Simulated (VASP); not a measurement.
Output of a VASP run:

File OSZICAR:
```
       N       E                     dE             d eps       ncg     rms          rms(c)
DAV:   1     0.766992541610E+02    0.76699E+02   -0.56976E+03   803   0.802E+02
DAV:   2    -0.141029330485E+02   -0.90802E+02   -0.86116E+02   858   0.191E+02
DAV:   3    -0.223180288083E+02   -0.82151E+01   -0.80114E+01   811   0.656E+01
DAV:   4    -0.226270668544E+02   -0.30904E+00   -0.30174E+00   831   0.126E+01
DAV:   5    -0.226515882349E+02   -0.24521E-01   -0.21441E-01   772   0.276E+00    0.356E+01
DAV:   6    -0.218516784141E+02    0.79991E+00   -0.69107E+00   884   0.641E+01    0.125E+01
DAV:   7    -0.218211692066E+02    0.30509E-01   -0.54083E+00   908   0.563E+01    0.122E+01
DAV:   8    -0.213595137075E+02    0.46166E+00   -0.10172E+00   884   0.263E+01    0.148E+00
DAV:   9    -0.213632872261E+02   -0.37735E-02   -0.83249E-02   946   0.346E+00    0.297E-01
DAV:  10    -0.213616286032E+02    0.16586E-02   -0.48648E-03   884   0.153E+00    0.211E-01
DAV:  11    -0.213614046162E+02    0.22399E-03   -0.70533E-04   834   0.344E-01    0.519E-02
DAV:  12    -0.213612680229E+02    0.13659E-03   -0.27998E-04   836   0.199E-01    0.263E-02
DAV:  13    -0.213612589638E+02    0.90591E-05   -0.87623E-05   790   0.558E-02    0.133E-02
DAV:  14    -0.213612890119E+02   -0.30048E-04   -0.14044E-05   721   0.370E-02    0.102E-02
DAV:  15    -0.213613165189E+02   -0.27507E-04   -0.11056E-05   529   0.190E-02    0.653E-03
DAV:  16    -0.213613452037E+02   -0.28685E-04   -0.11138E-05   664   0.158E-02    0.252E-03
DAV:  17    -0.213613730194E+02   -0.27816E-04   -0.10881E-06   430   0.614E-03    0.228E-03
DAV:  18    -0.213613896157E+02   -0.16596E-04   -0.64803E-07   465   0.123E-02    0.345E-03
DAV:  19    -0.213613978656E+02   -0.82499E-05   -0.36687E-07   373   0.672E-03    0.216E-03
DAV:  20    -0.213614058929E+02   -0.80273E-05   -0.34242E-07   403   0.969E-03    0.308E-03
DAV:  21    -0.213614097388E+02   -0.38460E-05   -0.24815E-07   352   0.553E-03    0.683E-04
DAV:  22    -0.213614101249E+02   -0.38606E-06   -0.51940E-08   257   0.539E-03
   1 F= -.21361410E+02 E0= -.21339429E+02  d E =-.439618E-01
       N       E                     dE             ncg
       N       E                     dE             ncg
       N       E                     dE             ncg
       N       E                     dE             ncg
```

**OUTCAR**
```
------------------------ aborting loop because EDIFF is reached ----------------------------------------
  FORCE on cell =-STRESS in cart. coord.  units (eV):
  Direction    XX          YY          ZZ          XY          YZ          ZX
  --------------------------------------------------------------------------------------
  Total        0.8719718      0.8719718     -0.5674226      0.0000000      0.0000000     -0.0000000
  in kB        9.1660937      9.1660944     -5.9646990      0.0000000      0.0000000     -0.0000000
  external PRESSURE =       4.1224964 kB  Pullay stress =       0.0000000 kB
  volume of cell :      152.42
      direct lattice vectors                 reciprocal lattice vectors
     3.214334000  0.000000000  0.000000000     0.311106438  0.179617379  0.000000000
    -1.607167000  2.783695000  0.000000000     0.000000000  0.359234758  0.000000000
     0.000000000  0.000000000 17.033977000     0.000000000  0.000000000  0.058706196
 POSITION                                       TOTAL-FORCE (eV/Angst)
 -----------------------------------------------------------------------------------
      1.60717      0.92790      8.51699         0.000000     -0.000000     -0.000000
     -0.00000      1.85580      6.99999        -0.000000      0.000000      0.093670
     -0.00000      1.85580     10.03398        -0.000000      0.000000     -0.093670
 -----------------------------------------------------------------------------------
    total drift:                                0.001639     -0.000946      0.000000
  FREE ENERGIE OF THE ION-ELECTRON SYSTEM (eV)
  ---------------------------------------------------
  free  energy   TOTEN  =       -21.3614101249 eV

  energy  without entropy=      -21.3174482890  energy(sigma->0) =      -21.33942921
```
(Selected blocks of OUTCAR.)

### POSCAR
```
ReS2
1
    3.2143340000     0.0000000000     0.0000000000
   -1.6071670000     2.7836950000     0.0000000000
    0.0000000000     0.0000000000    17.0339770000
Re S
1 2
Direct
  0.6666670000   0.3333330000   0.5000000000
  0.3333330000   0.6666670000   0.4109430000
  0.3333330000   0.6666670000   0.5890570000
```

### Question
Reconstruct the remaining input files.

### Answer
Several could match; the one computed here: the input of the run itself, PBE GGA, plane waves, VASP's PBE PAW potentials (set 64).

File KPOINTS:
```
Automatic mesh
0
G
12 12 1
0 0 0
```

### INCAR
```
! general
SYSTEM  = ReS2
PREC    = Accurate
ENCUT   = 300   ! plane-wave cut-off (eV)
LREAL   = .FALSE.   ! projection in real space or not
LASPH   = .TRUE.   ! aspherical one-centre terms

! electronic loop
EDIFF   = 1E-6
NELM    = 100
ALGO    = Normal   ! blocked Davidson
LMAXMIX = 6

! smearing
ISMEAR  = 0
SIGMA   = 0.136   ! width (eV)

! functional
GGA     = PE

! ions
ISIF    = 2

! output
LWAVE   = .FALSE.
LCHARG  = .FALSE.
```

KPOINTS_OPT:
```
k-points along high-symmetry lines
20
Line-mode
Reciprocal
  0.000000   0.000000   0.000000 ! GAMMA
  0.500000   0.000000   0.000000 ! M

  0.500000   0.000000   0.000000 ! M
  0.333333   0.333333   0.000000 ! K

  0.333333   0.333333   0.000000 ! K
  0.000000   0.000000   0.000000 ! GAMMA
```

POTCAR, in this order: Re S (PBE.64 set). Program: vasp_std.

At this cut-off the stress carries a Pulay error, which pulls relaxed volumes low. The cell holds a wide vacuum, so values per volume refer to the whole cell.

The cell is a sheet with vacuum, built from a generated structure.
